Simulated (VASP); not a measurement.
Method: RPBE GGA, VASP's PBE PAW potentials (set 64) (plane waves; VASP).

The input files of a VASP run:

INCAR:
```
SYSTEM = ZnS
PREC = Accurate
ENCUT = 520
EDIFF = 1E-7
NELM = 100
ALGO = Normal
LREAL = .FALSE.
LASPH = .TRUE.
ISMEAR = 0
SIGMA = 0.05
GGA = RP
LMAXMIX = 4
LWAVE = .FALSE.
LCHARG = .FALSE.
LORBIT = 11
ICHARG = 11
```

### POSCAR
```
ZnS
1
    1.9475294169    -3.3732198543     0.0000000000
    1.9475294169     3.3732198543     0.0000000000
    0.0000000000     0.0000000000     6.3796093329
Zn S
2 2
Direct
  0.6666670000   0.3333330000   0.5001195316
  0.3333330000   0.6666670000   0.0001195316
  0.6666670000   0.3333330000   0.8748804684
  0.3333330000   0.6666670000   0.3748804684
```

**KPOINTS**
```
k-points along high-symmetry lines
10
Line-mode
Reciprocal
  0.000000   0.000000   0.000000 ! GAMMA
  0.000000   0.500000   0.000000 ! M

  0.000000   0.500000   0.000000 ! M
 -0.333333   0.666667   0.000000 ! K

 -0.333333   0.666667   0.000000 ! K
  0.000000   0.000000   0.000000 ! GAMMA

  0.000000   0.000000   0.000000 ! GAMMA
  0.000000   0.000000   0.500000 ! A

  0.000000   0.000000   0.500000 ! A
  0.000000   0.500000   0.500000 ! L

  0.000000   0.500000   0.500000 ! L
 -0.333333   0.666667   0.500000 ! H

 -0.333333   0.666667   0.500000 ! H
  0.000000   0.000000   0.500000 ! A

  0.000000   0.500000   0.500000 ! L
  0.000000   0.500000   0.000000 ! M

 -0.333333   0.666667   0.500000 ! H
 -0.333333   0.666667   0.000000 ! K
```

POTCAR, in this order: Zn S (PBE.64 set). Program: vasp_std. Read from the step before: CHGCAR.

The resulting files:

OSZICAR:
```
       N       E                     dE             d eps       ncg     rms          rms(c)
DAV:   1     0.236694604096E+03    0.23669E+03   -0.17748E+04  3960   0.196E+03
DAV:   2     0.104286979066E+02   -0.22627E+03   -0.22077E+03  4152   0.385E+02
DAV:   3    -0.111148025930E+02   -0.21544E+02   -0.21235E+02  4716   0.115E+02
DAV:   4    -0.115966991118E+02   -0.48190E+00   -0.48136E+00  4572   0.172E+01
DAV:   5    -0.116052724415E+02   -0.85733E-02   -0.85716E-02  4854   0.211E+00
DAV:   6    -0.116055165077E+02   -0.24407E-03   -0.24406E-03  4680   0.368E-01
DAV:   7    -0.116055256715E+02   -0.91637E-05   -0.91634E-05  4850   0.653E-02
DAV:   8    -0.116055260308E+02   -0.35934E-06   -0.35929E-06  4594   0.130E-02
DAV:   9    -0.116055260460E+02   -0.15156E-07   -0.15090E-07  3558   0.254E-03
   1 F= -.11605526E+02 E0= -.11605526E+02  d E =-.648036E-16
```

File OUTCAR:
```
 val. band max:        1.6954364845   @ k =   0.0000   0.0000   0.0000

 cond. band min:       3.7853357862   @ k =  -0.0000   0.0000   0.0000



 k-point     1 :       0.0000    0.0000    0.0000
  band No.  band energies     occupation
      1     -11.0475      2.00000
      2     -10.2321      2.00000
      3      -4.3808      2.00000
      4      -4.3712      2.00000
      5      -4.3712      2.00000
      6      -4.2982      2.00000
      7      -4.2982      2.00000
      8      -3.9855      2.00000
      9      -3.9855      2.00000
     10      -3.9202      2.00000
     11      -3.9202      2.00000
     12      -3.7728      2.00000
     13      -3.1768      2.00000
     14       0.8950      2.00000
     15       0.8950      2.00000
     16       1.6335      2.00000
     17       1.6954      2.00000
     18       1.6954      2.00000
     19       3.7853      0.00000
     20       4.7944      0.00000
     21       8.1042      0.00000
     22       8.1058      0.00000

 k-point     2 :       0.0000    0.0556    0.0000
  band No.  band energies     occupation
      1     -11.0289      2.00000
      2     -10.2217      2.00000
      3      -4.3787      2.00000
      4      -4.3698      2.00000
      5      -4.3674      2.00000
      6      -4.2960      2.00000
      7      -4.2929      2.00000
      8      -3.9878      2.00000
      9      -3.9858      2.00000
     10      -3.9294      2.00000
     11      -3.9194      2.00000
     12      -3.7660      2.00000
     13      -3.1496      2.00000
     14       0.7319      2.00000
     15       0.8495      2.00000
     16       1.4825      2.00000
     17       1.6115      2.00000
     18       1.6718      2.00000
     19       3.9846      0.00000
     20       4.9525      0.00000
     21       7.9992      0.00000
     22       8.1630      0.00000

 k-point     3 :       0.0000    0.1111    0.0000
  band No.  band energies     occupation
      1     -10.9740      2.00000
      2     -10.1917      2.00000
...
```

The density is held fixed in this step, so its total energy and stress have no physical meaning.

The compound is ZnS in the wurtzite structure, the high-temperature form. It was relaxed first, which changed the volume by +6 %.
